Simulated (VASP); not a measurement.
# Gd (space group P6_3/mmc): computed properties

Level of theory: PBEsol GGA, VASP's PBE PAW potentials (set 64) (plane waves; VASP 6.6.1).

For Gd, the space group is P6_3/mmc (194). The cell comes out as a = 3.564 Å, b = 3.564 Å, c = 5.626 Å, α = 90.00°, β = 90.00°, γ = 120.00° and the volume per atom is 30.94 Å³/atom. The band gap (over mesh and band path) is none (metal, semimetal or under 0.01 eV). The band gap with spin-orbit coupling is none (metallic) and the density is 8.44 g/cm³.

```cif
data_Gd2
_chemical_formula_sum 'Gd2'
_space_group_name_H-M_alt 'P63/mmc'
_space_group_IT_number 194
_space_group_name_Hall '-P 6c 2c'
_cell_length_a 3.56415
_cell_length_b 3.56415
_cell_length_c 5.62563
_cell_angle_alpha 90.000
_cell_angle_beta 90.000
_cell_angle_gamma 120.000
loop_
_atom_site_label
_atom_site_type_symbol
_atom_site_symmetry_multiplicity
_atom_site_Wyckoff_symbol
_atom_site_fract_x
_atom_site_fract_y
_atom_site_fract_z
_atom_site_occupancy
Gd1 Gd 2 c 0.33333 0.66667 0.25000 1
```

The 4f electrons are frozen in the core of the lanthanide potential, so 4f levels, which can set the real gap, and their magnetism are missing.

The structure comes from a measured Gd entry (P6_3/mmc) of the Crystallography Open Database, whose conditions weren't checked. It was relaxed first, which changed the volume by -7 %. Symmetry was kept, so distortions that lower it aren't found.
